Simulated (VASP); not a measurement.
Calculation: PBEsol GGA, VASP's PBE PAW potentials (set 64) (plane waves; VASP 6.6.1).

A VASP calculation is set up with these files.

**KPOINTS**
```
K-points
0
gamma
9 9 9
```

File POSCAR:
```
LaO
1
    3.5490000000     0.0000000000     0.0000000000
    0.0000000000     3.5490000000     0.0000000000
    0.0000000000     0.0000000000     3.5490000000
La O
1 1
Direct
  0.0000000000   0.0000000000   0.0000000000
  0.5000000000   0.5000000000   0.5000000000
```

**INCAR**
```
SYSTEM = LaO
PREC = Accurate; ENCUT = 520; LREAL = .FALSE.
LASPH = .TRUE.
EDIFF = 1E-6; NELM = 100; ALGO = Normal
LMAXMIX = 6
ISMEAR = 1; SIGMA = 0.1
GGA = PS
IBRION = 2; NSW = 60; ISIF = 3
EDIFFG = -0.01
LWAVE = .FALSE.; LCHARG = .FALSE.
```

POTCAR, in this order: La O (PBE.64 set). Program: vasp_std.

Energy and stress use the plane-wave basis of the starting cell.

**Question.** What does the run give for the energy per atom (σ→0), volume per atom, band gap (on the k-mesh)?

**Answer.** 
```json
{
 "energy per atom (σ→0)": "-7.692 eV/atom",
 "band gap (on the k-mesh)": "none (metal, semimetal or under 0.01 eV)",
 "volume_per_atom": "14.99 Å³/atom"
}
```

### OSZICAR
```
...
DAV:   1    -0.153866893617E+02   -0.32306E-02   -0.83256E-02  1200   0.332E+00    0.358E-01
DAV:   2    -0.153841900349E+02    0.24993E-02   -0.10108E-02  1192   0.952E-01    0.999E-02
DAV:   3    -0.153838300832E+02    0.35995E-03   -0.13952E-03  1368   0.582E-01    0.339E-02
DAV:   4    -0.153838045378E+02    0.25545E-04   -0.18424E-04  1488   0.137E-01    0.143E-02
DAV:   5    -0.153838070892E+02   -0.25514E-05   -0.21384E-05  1448   0.574E-02    0.689E-03
DAV:   6    -0.153838107811E+02   -0.36918E-05   -0.21159E-05  1560   0.405E-02    0.929E-03
DAV:   7    -0.153838103712E+02    0.40984E-06   -0.64695E-06  1368   0.285E-02
   6 F= -.15383810E+02 E0= -.15383694E+02  d E =-.545708E-03
```

The structure was generated: LaO was put into the CsCl type type (Pm-3m), which need not be its known phase. This run relaxes it. Symmetry was kept, so distortions that lower it aren't found. The electron count is odd and the run is not spin-polarised, which forces a metal.
